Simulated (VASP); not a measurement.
# PtSe2: how numerical settings change the zone-centre modes, part 2 of 2

How far do the zone-centre frequencies of PtSe2 depend on the numerical settings? The starting structure is a measured crystal structure from the Crystallography Open Database.

VASP 6.6.1.

Results so far: reference A2u 220.1 cm⁻¹; a 6×6×4 mesh A2u 213.6 cm⁻¹.

The database entry behind the starting cell is an old determination (1929), so it need not match the best structure at ambient conditions.

### Step 4. Modes with a cutoff of 230 eV

Level of this step: LDA; plane waves and PAW (Pt, Se) (VASP).

Against step 2 the input has ENCUT = 230.

Input file INCAR:

```
SYSTEM = PtSe2
PREC = Accurate
ENCUT = 230
EDIFF = 1E-08
NELM = 100
ISMEAR = 0
SIGMA = 0.05
LREAL = .FALSE.
ALGO = Normal
GGA = CA
NBANDS = 17
LORBIT = 11
LWAVE = .FALSE.
LCHARG = .FALSE.
KPAR = 4
IBRION = 8
ISIF = 2
```

Input file POSCAR:

```
PtSe2
1.0
    3.7471221289      0.0000000000      0.0000000000
   -1.8735610644      3.2451029547      0.0000000000
    0.0000000000      0.0000000000      4.7530602970
Pt Se
1 2
Direct
    0.0000000000      0.0000000000      0.0000000000
    0.6666666667      0.3333333333      0.7348302037
    0.3333333333      0.6666666667      0.2651697963
```

Input file KPOINTS:

```
Automatic mesh
0
Gamma
10 10 8
0 0 0
```

The projector-augmented-wave data sets are Pt and Se (LDA family, release 64).

Started as:

```bash
> mpirun -np 4 vasp_std
```

The program printed:

```text
[... set-up lines as in an earlier step ...]
 entering main loop
       N       E                     dE             d eps       ncg     rms          rms(c)
DAV:   1     0.514956272665E+02    0.51496E+02   -0.63752E+03  3524   0.573E+02
DAV:   2    -0.159361218893E+02   -0.67432E+02   -0.65731E+02  4125   0.152E+02
DAV:   3    -0.178672710994E+02   -0.19311E+01   -0.19210E+01  3760   0.261E+01
DAV:   4    -0.178776914515E+02   -0.10420E-01   -0.10418E-01  4291   0.212E+00
[...]
DAV:  12    -0.170807698421E+02    0.11186E-05   -0.36853E-06  3606   0.148E-02    0.302E-03
DAV:  13    -0.170807697491E+02    0.93037E-07   -0.54578E-07  3936   0.573E-03    0.123E-03
DAV:  14    -0.170807697417E+02    0.73740E-08   -0.53579E-08  3509   0.182E-03
   1 F= -.17080770E+02 E0= -.17080083E+02  d E =-.137263E-02
 Linear response reoptimize wavefunctions to high precision
DAV:   1    -0.170807697389E+02    0.27917E-08   -0.64871E-09  3413   0.607E-04
DAV:   2    -0.170807697389E+02   -0.68212E-12   -0.11312E-10  1749   0.669E-05
 Linear response DOF=           4
 Linear response progress:
[...]
RMM:  12    -0.761040053650E-01   -0.27057E-07   -0.12265E-09 18176   0.588E-05    0.374E-07
RMM:  13    -0.761039780282E-01    0.27337E-07    0.19952E-10 17080   0.588E-05    0.141E-07
RMM:  14    -0.761039882585E-01   -0.10230E-07    0.38662E-09 13726   0.586E-05    0.233E-08
 first order change of Fermi-energy  -0.88327E-05
 force on displaced ion       2 direction 1 :  -7.697  -0.001   0.000
 Linear response progress:
  Degree of freedom:   4/  4
       N       E                     dE             d eps       ncg     rms          rms(c)
RMM:   1    -0.907317249599E-01   -0.90732E-01    0.59054E-02  7279   0.148E+00
RMM:   2    -0.889878390467E-01    0.17439E-02   -0.19478E-03  5047   0.252E-01    0.158E-01
RMM:   3    -0.887867713236E-01    0.20107E-03   -0.20376E-04  5439   0.697E-02    0.105E-01
RMM:   4    -0.886861155567E-01    0.10066E-03   -0.57840E-05  5367   0.457E-02    0.563E-02
[...]
RMM:  10    -0.886481928261E-01    0.10025E-07   -0.59883E-08  5753   0.953E-05    0.758E-06
RMM:  11    -0.886481801463E-01    0.12680E-07   -0.16633E-08  5624   0.684E-05    0.342E-06
RMM:  12    -0.886481709282E-01    0.92181E-08   -0.32740E-08  5225   0.644E-05    0.538E-07
 first order change of Fermi-energy   0.90081E+00
 force on displaced ion       2 direction 3 :   0.000  -0.000 -10.049
 Linear response finished
```

Wall time 1.7 min (4 MPI ranks of AMD EPYC 7R43, shared host); peak memory 1.5 GiB; 6.8 min of CPU time.

OUTCAR, selected parts (step 4):

```text
  Total       -0.5465462     -0.5465462     -0.5626915     -0.0000000      0.0000000      0.0000000
  in kB      -15.1508797    -15.1508797    -15.5984437     -0.0000000      0.0000000      0.0000000
  external PRESSURE =     -15.3000677 kB  Pullay stress =       0.0000000 kB

 POSITION                                       TOTAL-FORCE (eV/Angst)
 -----------------------------------------------------------------------------------
      0.00000      0.00000      0.00000         0.000000      0.000000      0.000000
      1.87356      1.08170      3.49269         0.000000      0.000000     -0.004126
     -0.00000      2.16340      1.26037        -0.000000     -0.000000      0.004126
 -----------------------------------------------------------------------------------
    total drift:                                0.000000     -0.000000      0.000000

[... 1 part as in an earlier step ...]

[... 1 further part left out ...]
```

With a cutoff of 230 eV the modes are A2u 219.5, Eu 217.9, A1g 206.4, Eg 163.6 cm⁻¹; the largest shift is -0.8 cm⁻¹, in Eg, from the reference.

### Step 5. Modes with a 14×14×10 mesh

Against step 2 the input has a 14×14×10 mesh.

Changes to INCAR since step 4:

```diff
@@ -2,3 +2,3 @@
 PREC = Accurate
-ENCUT = 230
+ENCUT = 450
 EDIFF = 1E-08
```

POSCAR is that of step 4.

Input file KPOINTS:

```
Automatic mesh
0
Gamma
14 14 10
0 0 0
```

Started as:

```bash
> mpirun -np 4 vasp_std
```

The program printed:

```text
[... set-up lines as in an earlier step ...]
 entering main loop
       N       E                     dE             d eps       ncg     rms          rms(c)
DAV:   1     0.979739323868E+02    0.97974E+02   -0.94192E+03  7256   0.102E+03
DAV:   2    -0.137531956671E+02   -0.11173E+03   -0.10850E+03  9067   0.208E+02
DAV:   3    -0.178594972238E+02   -0.41063E+01   -0.40764E+01  8350   0.409E+01
DAV:   4    -0.178884601392E+02   -0.28963E-01   -0.28951E-01  9209   0.374E+00
[...]
DAV:  12    -0.170927986162E+02    0.10324E-05   -0.41381E-06  8056   0.129E-02    0.292E-03
DAV:  13    -0.170927985119E+02    0.10433E-06   -0.46888E-07  8674   0.557E-03    0.138E-03
DAV:  14    -0.170927985120E+02   -0.61618E-10   -0.42344E-08  7973   0.150E-03
   1 F= -.17092799E+02 E0= -.17092415E+02  d E =-.766076E-03
 Linear response reoptimize wavefunctions to high precision
DAV:   1    -0.170927985120E+02   -0.70941E-10   -0.29332E-09  5204   0.436E-04
DAV:   2    -0.170927985121E+02   -0.17963E-10   -0.14616E-10  3908   0.868E-05
 Linear response DOF=           4
 Linear response progress:
[...]
RMM:   9    -0.765880887472E-01    0.69609E-07   -0.19587E-08 60596   0.678E-05    0.167E-05
RMM:  10    -0.765880624910E-01    0.26256E-07   -0.34597E-08 61281   0.582E-05    0.305E-06
RMM:  11    -0.765880599050E-01    0.25860E-08   -0.29027E-08 59742   0.503E-05    0.976E-07
 first order change of Fermi-energy  -0.42655E-05
 force on displaced ion       2 direction 1 :  -7.784  -0.000  -0.000
 Linear response progress:
  Degree of freedom:   4/  4
       N       E                     dE             d eps       ncg     rms          rms(c)
RMM:   1    -0.919237316668E-01   -0.91924E-01    0.51830E-02 16608   0.150E+00
RMM:   2    -0.895087623402E-01    0.24150E-02   -0.18939E-03 11170   0.260E-01    0.157E-01
RMM:   3    -0.892980748629E-01    0.21069E-03   -0.20050E-04 12063   0.703E-02    0.105E-01
RMM:   4    -0.891932224024E-01    0.10485E-03   -0.55696E-05 11954   0.459E-02    0.551E-02
[...]
RMM:  10    -0.891537964323E-01    0.41889E-07   -0.10648E-08 12715   0.798E-05    0.797E-06
RMM:  11    -0.891538088117E-01   -0.12379E-07   -0.23471E-08 12834   0.530E-05    0.286E-06
RMM:  12    -0.891538041702E-01    0.46415E-08    0.97271E-09 11567   0.486E-05    0.544E-07
 first order change of Fermi-energy   0.85398E+00
 force on displaced ion       2 direction 3 :   0.000  -0.000 -10.103
 Linear response finished
```

Wall time 11 min (4 MPI ranks); peak memory 6 GiB; 46 min of CPU time.

OUTCAR, selected parts (step 5):

```text
  Total       -0.0043227     -0.0043227      0.0058923     -0.0000000      0.0000000      0.0000000
  in kB       -0.1198293     -0.1198293      0.1633414     -0.0000000      0.0000000      0.0000000
  external PRESSURE =      -0.0254391 kB  Pullay stress =       0.0000000 kB

 POSITION                                       TOTAL-FORCE (eV/Angst)
 -----------------------------------------------------------------------------------
      0.00000      0.00000      0.00000        -0.000000      0.000000      0.000000
      1.87356      1.08170      3.49269        -0.000000      0.000000     -0.006716
     -0.00000      2.16340      1.26037         0.000000     -0.000000      0.006716
 -----------------------------------------------------------------------------------
    total drift:                                0.000000      0.000000      0.000000

[... 1 part as in an earlier step ...]

[... 1 further part left out ...]
```

With a 14×14×10 mesh the modes are A2u 219.9, Eu 217.6, A1g 207.0, Eg 165.7 cm⁻¹; the largest shift is +1.3 cm⁻¹, in Eg, from the reference.

### Step 6. Modes with a smearing width of 0.02 eV

Against step 2 the input has SIGMA = 0.02.

Changes to INCAR since step 5:

```diff
@@ -6,3 +6,3 @@
 ISMEAR = 0
-SIGMA = 0.05
+SIGMA = 0.02
 LREAL = .FALSE.
```

POSCAR is that of step 5.

Input file KPOINTS:

```
Automatic mesh
0
Gamma
10 10 8
0 0 0
```

Started as:

```bash
> mpirun -np 4 vasp_std
```

The program printed:

```text
[... set-up lines as in an earlier step ...]
 entering main loop
       N       E                     dE             d eps       ncg     rms          rms(c)
DAV:   1     0.967762222230E+02    0.96776E+02   -0.93941E+03  3308   0.102E+03
DAV:   2    -0.137366675902E+02   -0.11051E+03   -0.10752E+03  4063   0.207E+02
DAV:   3    -0.178576154137E+02   -0.41209E+01   -0.40758E+01  3836   0.407E+01
DAV:   4    -0.178876709824E+02   -0.30056E-01   -0.30041E-01  4192   0.369E+00
[...]
DAV:  13    -0.170927584710E+02    0.30376E-07   -0.56358E-07  4050   0.522E-03    0.152E-03
DAV:  14    -0.170927584606E+02    0.10440E-07   -0.11636E-07  3743   0.312E-03    0.609E-04
DAV:  15    -0.170927584571E+02    0.34697E-08   -0.18000E-08  1771   0.125E-03
   1 F= -.17092758E+02 E0= -.17092593E+02  d E =-.331416E-03
 Linear response reoptimize wavefunctions to high precision
DAV:   1    -0.170927584570E+02    0.11937E-09   -0.14637E-09  1990   0.244E-04
DAV:   2    -0.170927584570E+02   -0.10004E-10   -0.13131E-10  1723   0.813E-05
 Linear response DOF=           4
 Linear response progress:
[...]
RMM:   8    -0.765949845195E-01    0.14491E-06    0.13647E-08 24786   0.115E-04    0.394E-05
RMM:   9    -0.765948973444E-01    0.87175E-07   -0.36962E-09 24780   0.745E-05    0.183E-05
RMM:  10    -0.765948962606E-01    0.10838E-08   -0.86326E-09 25284   0.631E-05    0.293E-06
 first order change of Fermi-energy  -0.10481E-04
 force on displaced ion       2 direction 1 :  -7.559  -0.001   0.000
 Linear response progress:
  Degree of freedom:   4/  4
       N       E                     dE             d eps       ncg     rms          rms(c)
RMM:   1    -0.918391989401E-01   -0.91839E-01    0.52563E-02  7470   0.150E+00
RMM:   2    -0.894865548724E-01    0.23526E-02   -0.18713E-03  5035   0.258E-01    0.149E-01
RMM:   3    -0.892980463682E-01    0.18851E-03   -0.27800E-04  5424   0.843E-02    0.106E-01
RMM:   4    -0.891847109022E-01    0.11334E-03   -0.67464E-05  5360   0.498E-02    0.606E-02
[...]
RMM:  10    -0.891379798298E-01    0.58017E-07   -0.64058E-08  5739   0.984E-05    0.860E-06
RMM:  11    -0.891380092069E-01   -0.29377E-07   -0.53970E-08  5828   0.710E-05    0.282E-06
RMM:  12    -0.891380029573E-01    0.62496E-08   -0.44764E-08  5227   0.659E-05    0.533E-07
 first order change of Fermi-energy   0.79144E+00
 force on displaced ion       2 direction 3 :   0.000   0.000  -9.984
 Linear response finished
```

Elapsed: 4.8 min, on 4 MPI ranks; peak memory 3.3 GiB.

From OUTCAR (step 6):

```text
  Total        0.0002847      0.0002847     -0.0120240      0.0000000      0.0000000     -0.0000000
  in kB        0.0078932      0.0078932     -0.3333191      0.0000000      0.0000000     -0.0000000
  external PRESSURE =      -0.1058442 kB  Pullay stress =       0.0000000 kB

 POSITION                                       TOTAL-FORCE (eV/Angst)
 -----------------------------------------------------------------------------------
      0.00000      0.00000      0.00000        -0.000000      0.000000     -0.000000
      1.87356      1.08170      3.49269         0.000000      0.000000      0.004309
     -0.00000      2.16340      1.26037        -0.000000      0.000000     -0.004309
 -----------------------------------------------------------------------------------
    total drift:                                0.000000      0.000000      0.000000

[... 2 parts as in an earlier step ...]
```

With a smearing width of 0.02 eV the modes are A2u 220.3, Eu 218.7, A1g 204.8, Eg 160.1 cm⁻¹; the largest shift is -4.3 cm⁻¹, in Eg, from the reference.

### Step 7. Modes with finite displacements

Against step 2 the input has IBRION = 6, NFREE = 2 and POTIM = 0.015 (also changed: NSW).

Changes to INCAR since step 6:

```diff
@@ -6,3 +6,3 @@
 ISMEAR = 0
-SIGMA = 0.02
+SIGMA = 0.05
 LREAL = .FALSE.
@@ -15,3 +15,6 @@
 KPAR = 4
-IBRION = 8
+IBRION = 6
+NFREE = 2
+POTIM = 0.015
+NSW = 1
 ISIF = 2
```

POSCAR is that of step 6.

KPOINTS is that of step 6.

Started as:

```bash
> mpirun -np 4 vasp_std
```

The program printed:

```text
[... set-up lines as in an earlier step ...]
 entering main loop
       N       E                     dE             d eps       ncg     rms          rms(c)
[... 14 cycles as in an earlier step ...]
   1 F= -.17093417E+02 E0= -.17092725E+02  d E =-.138422E-02
[... from here on, the cycles between the ionic steps are left out ...]
   2 F= -.17091692E+02 E0= -.17090998E+02  d E =-.138848E-02
   3 F= -.17091692E+02 E0= -.17090998E+02  d E =-.138847E-02
   4 F= -.17091668E+02 E0= -.17090974E+02  d E =-.138885E-02
   5 F= -.17091668E+02 E0= -.17090974E+02  d E =-.138885E-02
   6 F= -.17092544E+02 E0= -.17091857E+02  d E =-.137433E-02
   7 F= -.17092544E+02 E0= -.17091857E+02  d E =-.137432E-02
   8 F= -.17092261E+02 E0= -.17091603E+02  d E =-.131552E-02
   9 F= -.17092299E+02 E0= -.17091593E+02  d E =-.141365E-02
 Finite differences progress:
  Degree of freedom:   4/  4
  Displacement:        2/  2
  Total:               8/  8
```

The job ended after 4.1 min (4 MPI ranks; peak memory 2.2 GiB; 16 min of CPU time).

Parts of OUTCAR (step 7):

```text
  Total       -0.1572409     -0.1572409     -0.1786320     -0.0000000      0.0000000      0.0000000
  in kB       -4.3588949     -4.3588949     -4.9518817     -0.0000000      0.0000000      0.0000000
  external PRESSURE =      -4.5565572 kB  Pullay stress =       0.0000000 kB

 POSITION                                       TOTAL-FORCE (eV/Angst)
 -----------------------------------------------------------------------------------
      0.00000      0.00000      0.00000         0.000000     -0.000000     -0.115114
      1.87356      1.08170      3.47769        -0.000000      0.000000      0.148904
     -0.00000      2.16340      1.26037        -0.000000     -0.000000     -0.033790
 -----------------------------------------------------------------------------------
    total drift:                               -0.000000     -0.000000      0.000016

  FREE ENERGIE OF THE ION-ELECTRON SYSTEM (eV)
  ---------------------------------------------------
  free  energy   TOTEN  =       -17.0922994357 eV

  energy  without entropy=      -17.0908857828  energy(sigma->0) =      -17.09159261

[... 2 parts as in an earlier step ...]

[... 1 further part left out ...]
[key lines of the parts left out:]
E-fermi :   7.0457
```

The last energy, forces and stress in OUTCAR belong to the last displaced cell, not to that of POSCAR.

With finite displacements the modes are A2u 220.1, Eu 218.6, A1g 207.0, Eg 164.4 cm⁻¹; the largest shift is +0.1 cm⁻¹, in A1g, from the reference.

### Step 8. The runs compared

```csv
run,A2u,Eu,A1g,Eg,method,core minutes
reference,220.1,218.6,206.9,164.4,perturbation theory,23.5
a 6×6×4 mesh,213.6,219.7,216.5,158.3,perturbation theory,5.73
a cutoff of 230 eV,219.5,217.9,206.4,163.6,perturbation theory,6.87
a 14×14×10 mesh,219.9,217.6,207.0,165.7,perturbation theory,45.7
a smearing width of 0.02 eV,220.3,218.7,204.8,160.1,perturbation theory,19.1
finite displacements,220.1,218.6,207.0,164.4,finite displacements,16.5
```

Modes are in cm⁻¹, degenerate ones as one, matched between runs by symmetry and order. A number in brackets counts the listed modes of one symmetry from the lowest. The symmetry labels come from an automatic analysis and can be wrong where levels nearly coincide. Core minutes are wall time times ranks of the run shown, on a shared host.

### Step 9. What came out

```yaml
a2u_reference: 220.1 cm⁻¹
eg_reference: 164.4 cm⁻¹
a2u_a_6x6x4_mesh: 213.6 cm⁻¹
eg_a_6x6x4_mesh: 158.3 cm⁻¹
a2u_a_cutoff_of_230_ev: 219.5 cm⁻¹
eg_a_cutoff_of_230_ev: 163.6 cm⁻¹
a2u_a_14x14x10_mesh: 219.9 cm⁻¹
eg_a_14x14x10_mesh: 165.7 cm⁻¹
a2u_a_smearing_width_of_0p02_ev: 220.3 cm⁻¹
eg_a_smearing_width_of_0p02_ev: 160.1 cm⁻¹
a2u_finite_displacements: 220.1 cm⁻¹
eg_finite_displacements: 164.4 cm⁻¹
```

The largest change comes with a 6×6×4 mesh: +9.6 cm⁻¹ in A1g. On finer settings the modes change by up to +1.3 cm⁻¹ in Eg with a 14×14×10 mesh. These runs have no gap; if the crystal is a semiconductor, they miss the splitting of its polar modes and hang more on mesh and smearing. Other changes move the modes by more: +9.6 cm⁻¹ in A1g with a 6×6×4 mesh and -4.3 cm⁻¹ in Eg with a smearing width of 0.02 eV. Further runs on this material are not shown.

[Lines on the potential files, build, host, timing and source positions are cut from VASP's logs without a mark.]

[Logs are printed without paths, hosts, clocks, repeated set-up lines and the standing remarks that a program may print on its own settings, such as how far it seeks lower states.]

[Hosts, paths, dates, database ids (printed as entryN), source tags and the programs' standing remarks are cut or masked in the printed files.]
